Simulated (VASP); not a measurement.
A convergence study with VASP on TlBr (CsCl type): one setting is varied, all else stays as given below, so the limit is that of these other settings. ε∞ is the independent-particle value.

```
CELL_PARAMETERS angstrom
      3.99000     0.00000     0.00000
      0.00000     3.99000     0.00000
      0.00000     0.00000     3.99000
ATOMIC_POSITIONS crystal
  Tl 0.00000 0.00000 0.00000
  Br 0.50000 0.50000 0.50000
```

Computed with PBE GGA, VASP's PBE PAW potentials (set 64) (plane waves; VASP). The tightest run used: 550 eV cut-off, 6×6×6 Γ-centred mesh, Gaussian smearing of 0.050 eV, potentials Tl_d Br.

### Question
The settings run are NBANDS = 11; NBANDS = 12; NBANDS = 14; NBANDS = 18; NBANDS = 26; NBANDS = 42; NBANDS = 74; NBANDS = 138. From which on does the mean ε∞ stay within 0.3  of the tightest run?

### Answer
From NBANDS = 18 on: it is off by 0.25 there and by no more than 0.3 in any finer run, while NBANDS = 14 is off by 0.49.
```
setting       mean ε∞  bands  difference judged ()
------------  -------  -----  --------------------
NBANDS = 11      4.14     11                  2.47
NBANDS = 12      5.28     12                  1.33
NBANDS = 14      6.12     14                  0.49
NBANDS = 18      6.36     18                  0.25
NBANDS = 26      6.50     26                  0.11
NBANDS = 42      6.58     42                  0.04
NBANDS = 74      6.61     74                  0.01
NBANDS = 138     6.62    138                  0.00
```

Left out are rungs that failed or repeat a setting and relaxations that didn't move; long series are thinned to 24 rows.

The compound is TlBr in the CsCl type structure. The cell was not relaxed at this level.
